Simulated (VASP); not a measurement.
Input:

```
CELL_PARAMETERS angstrom
      0.00000     2.99632     2.99632
      2.99632     0.00000     2.99632
      2.99632     2.99632     0.00000
ATOMIC_POSITIONS crystal
  Cu 0.00000 0.00000 0.00000
  I  0.25000 0.25000 0.25000
```

These are SCAN meta-GGA, VASP's PBE PAW potentials (set 64) (plane waves; VASP) values and carry that method's errors. Numerical set-up: 520 eV cut-off, 9×9×9 Γ-centred mesh, tetrahedra with Blöchl corrections, potentials Cu I.

Unless said otherwise, spin-orbit coupling is left out, though it shifts the bands of the heavy elements here.

Give the energies of bands 2 to 12 at the high-symmetry points, in eV from the valence-band maximum.

| band | Γ | X | U | L | W |
|---|---|---|---|---|---|
| 2 | -3.94 | -5.98 | -5.64 | -6.01 | -5.46 |
| 3 | -3.94 | -4.06 | -4.76 | -3.91 | -4.90 |
| 4 | -3.94 | -4.06 | -3.99 | -3.91 | -4.16 |
| 5 | -2.00 | -2.04 | -2.15 | -1.97 | -2.07 |
| 6 | -2.00 | -1.92 | -1.97 | -1.97 | -2.07 |
| 7 | 0.00 | -1.90 | -1.85 | -1.93 | -1.90 |
| 8 | 0.00 | -1.64 | -1.63 | -0.77 | -1.74 |
| 9 | 0.00 | -1.64 | -1.36 | -0.77 | -1.37 |
| 10 | 1.57 | 2.84 | 3.30 | 2.48 | 4.85 |
| 11 | 5.18 | 3.11 | 4.95 | 5.71 | 4.95 |
| 12 | 5.18 | 9.93 | 8.00 | 5.71 | 6.47 |

The gap is direct, 1.57 eV, from the valence maximum at Γ to the conduction minimum at Γ.

Measured: gap 3.12 eV (computed value off by -1.55 eV), as given by Abedi et al., (2022), arXiv:2211.14644.

The compound is CuI in the zinc blende structure. It was relaxed first.
